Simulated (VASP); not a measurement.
Computed with rev-vdW-DF2, VASP's PBE PAW potentials (set 64) (plane waves; VASP).

Input for VASP

### KPOINTS
```
Automatic mesh
0
Gamma
8 8 8
0 0 0
```

**INCAR**
```
NSW = 60
ISMEAR = 1   # Methfessel-Paxton
PARAM2 = 0.7114
PARAM1 = 0.1234568
ALGO = Normal
LASPH = .TRUE.   # aspherical one-centre terms
ENCUT = 520
EDIFFG = -0.02
LUSE_VDW = .TRUE.
PREC = Accurate
LMAXMIX = 6   # l cut-off of mixed one-centre charges
ZAB_VDW = -1.8867
SYSTEM = PtAl2
EDIFF = 1E-6   # SCF stop (eV)
SIGMA = 0.1
LCHARG = .FALSE.
ISIF = 3   # ions, shape and volume
IBRION = 2   # conjugate gradients
GGA = MK
NELM = 100
LREAL = .FALSE.   # projection in real space or not
LWAVE = .FALSE.
AGGAC = 0.0
```

POSCAR:
```
PtAl2
1.0
  0.0000000000   2.9471084780   2.9471084780
  2.9471084780   0.0000000000   2.9471084780
  2.9471084780   2.9471084780   0.0000000000
Al Pt
2 1
Cart
  1.4735542390   1.4735542390   1.4735542390
  4.4206627170   4.4206627170   4.4206627170
  0.0000000000   0.0000000000   0.0000000000
```

POTCAR, in this order: Al Pt (PBE.64 set). Program: vasp_std.

Output

### OSZICAR
```
       N       E                     dE             d eps       ncg     rms          rms(c)
DAV:   1     0.554829988160E+02    0.55483E+02   -0.68563E+03   696   0.114E+03
DAV:   2    -0.106024421231E+02   -0.66085E+02   -0.58675E+02   796   0.187E+02
DAV:   3    -0.124857172384E+02   -0.18833E+01   -0.18339E+01   884   0.316E+01
DAV:   4    -0.125046851976E+02   -0.18968E-01   -0.18961E-01   800   0.360E+00
DAV:   5    -0.125049732470E+02   -0.28805E-03   -0.28804E-03   868   0.486E-01    0.867E+00
DAV:   6    -0.120639776455E+02    0.44100E+00   -0.23464E+00   792   0.152E+01    0.217E+00
DAV:   7    -0.119870242125E+02    0.76953E-01   -0.18877E-01   780   0.443E+00    0.169E+00
DAV:   8    -0.119586001065E+02    0.28424E-01   -0.33487E-02   820   0.189E+00    0.234E-01
DAV:   9    -0.119586701837E+02   -0.70077E-04   -0.18075E-03   800   0.413E-01    0.159E-01
DAV:  10    -0.119587928698E+02   -0.12269E-03   -0.30126E-04   788   0.158E-01    0.176E-02
DAV:  11    -0.119587888461E+02    0.40238E-05   -0.19109E-05   860   0.470E-02    0.853E-03
DAV:  12    -0.119587893704E+02   -0.52437E-06   -0.21610E-06   728   0.123E-02
   1 F= -.11958789E+02 E0= -.11959054E+02  d E =-.119588E+02
       N       E                     dE             d eps       ncg     rms          rms(c)
DAV:   1    -0.121159169886E+02   -0.15713E+00   -0.22912E+00   768   0.160E+01    0.245E+00
DAV:   2    -0.119671360154E+02    0.14878E+00   -0.84295E-01   764   0.970E+00    0.723E-01
DAV:   3    -0.119585264868E+02    0.86095E-02   -0.37292E-02   748   0.206E+00    0.302E-01
DAV:   4    -0.119574571933E+02    0.10693E-02   -0.35929E-03   760   0.350E-01    0.764E-02
DAV:   5    -0.119574536076E+02    0.35857E-05   -0.44982E-04   816   0.213E-01    0.502E-02
DAV:   6    -0.119574531026E+02    0.50507E-06   -0.75266E-05   772   0.838E-02    0.105E-02
DAV:   7    -0.119574539538E+02   -0.85122E-06   -0.16279E-06   576   0.119E-02
   2 F= -.11957454E+02 E0= -.11957571E+02  d E =0.133542E-02
       N       E                     dE             d eps       ncg     rms          rms(c)
DAV:   1    -0.120096233923E+02   -0.52170E-01   -0.65503E-01   772   0.857E+00    0.139E+00
DAV:   2    -0.119670397076E+02    0.42584E-01   -0.25924E-01   764   0.526E+00    0.399E-01
DAV:   3    -0.119638796214E+02    0.31601E-02   -0.12877E-02   744   0.123E+00    0.110E-01
DAV:   4    -0.119636021008E+02    0.27752E-03   -0.13512E-03   748   0.222E-01    0.360E-02
DAV:   5    -0.119635871247E+02    0.14976E-04   -0.19887E-04   800   0.144E-01    0.237E-02
DAV:   6    -0.119635910612E+02   -0.39365E-05   -0.24978E-05   764   0.464E-02    0.358E-03
DAV:   7    -0.119635909437E+02    0.11745E-06   -0.84831E-07   460   0.924E-03
   3 F= -.11963591E+02 E0= -.11963791E+02  d E =-.480157E-02
```

**OUTCAR**
```
------------------------ aborting loop because EDIFF is reached ----------------------------------------
  FORCE on cell =-STRESS in cart. coord.  units (eV):
  Direction    XX          YY          ZZ          XY          YZ          ZX
  --------------------------------------------------------------------------------------
  Total        0.0034459      0.0034459      0.0034459     -0.0000000     -0.0000000     -0.0000000
  in kB        0.1062521      0.1062521      0.1062521     -0.0000000     -0.0000000     -0.0000000
  external PRESSURE =       0.1062521 kB  Pullay stress =       0.0000000 kB
  volume of cell :       51.96
      direct lattice vectors                 reciprocal lattice vectors
     0.000000000  2.961759084  2.961759084    -0.168818593  0.168818593  0.168818593
     2.961759084  0.000000000  2.961759084     0.168818593 -0.168818593  0.168818593
     2.961759084  2.961759084  0.000000000     0.168818593  0.168818593 -0.168818593
 POSITION                                       TOTAL-FORCE (eV/Angst)
 -----------------------------------------------------------------------------------
      1.48088      1.48088      1.48088        -0.000000     -0.000000     -0.000000
      4.44264      4.44264      4.44264         0.000000      0.000000      0.000000
      0.00000      0.00000      0.00000         0.000000      0.000000      0.000000
 -----------------------------------------------------------------------------------
    total drift:                                0.000000     -0.000000      0.000000
  FREE ENERGIE OF THE ION-ELECTRON SYSTEM (eV)
  ---------------------------------------------------
  free  energy   TOTEN  =       -11.9635909437 eV

  energy  without entropy=      -11.9641909887  energy(sigma->0) =      -11.96379096

 reached required accuracy - stopping structural energy minimisation
```
(Selected blocks of OUTCAR.)

CONTCAR:
```
PtAl2
   1.00000000000000
     0.0000000000000000    2.9617590838620109    2.9617590838620109
     2.9617590838620109    0.0000000000000000    2.9617590838620109
     2.9617590838620109    2.9617590838620109    0.0000000000000000
  Al              Pt
     2     1
Direct
     0.2500000000000000    0.2500000000000000    0.2500000000000000
     0.7500000000000000    0.7500000000000000    0.7500000000000000
     0.0000000000000000    0.0000000000000000    0.0000000000000000
```

File OUTCAR:
```
 val. band max:        7.6603056024   @ k =   0.3750   0.2500   0.0000

 cond. band min:       7.7573539082   @ k =   0.2500   0.2500   0.0000


 Fermi energy:         7.7051753577

 k-point     1 :       0.0000    0.0000    0.0000
  band No.  band energies     occupation
      1      -2.4109      2.00000
      2       2.7467      2.00000
      3       2.7467      2.00000
      4       2.7467      2.00000
      5       4.1001      2.00000
      6       4.1001      2.00000
      7      10.6439      0.00000
      8      11.5822      0.00000
      9      11.5822      0.00000
     10      11.5822      0.00000
     11      13.1460      0.00000
     12      13.1460      0.00000

 k-point     2 :       0.1250    0.0000    0.0000
  band No.  band energies     occupation
      1      -2.1978      2.00000
      2       2.6214      2.00000
      3       2.8164      2.00000
      4       2.8164      2.00000
      5       4.0779      2.00000
      6       4.0779      2.00000
      7       9.3977     -0.00000
      8      10.9911      0.00000
      9      11.0213      0.00000
     10      11.0213      0.00000
     11      13.6691      0.00000
     12      13.6854      0.00000

 k-point     3 :       0.2500    0.0000    0.0000
  band No.  band energies     occupation
      1      -1.5838      2.00000
      2       2.3251      2.00000
      3       2.9630      2.00000
      4       2.9630      2.00000
      5       4.0821      2.00000
      6       4.0821      2.00000
      7       6.8806      2.00000
      8      10.0340      0.00000
      9      10.0340      0.00000
     10      11.4514      0.00000
     11      13.1486      0.00000
     12      13.2298      0.00000

 k-point     4 :       0.3750    0.0000    0.0000
  band No.  band energies     occupation
      1      -0.6935      2.00000
      2       1.9695      2.00000
      3       3.0527      2.00000
      4       3.0527      2.00000
      5       4.2117      2.00000
      6       4.2117      2.00000
...
```

Unless said otherwise, spin-orbit coupling is left out, though it shifts the bands of the heavy elements here.

The compound is PtAl2 in the fluorite structure. This run relaxes it. Symmetry was kept, so distortions that lower it aren't found.
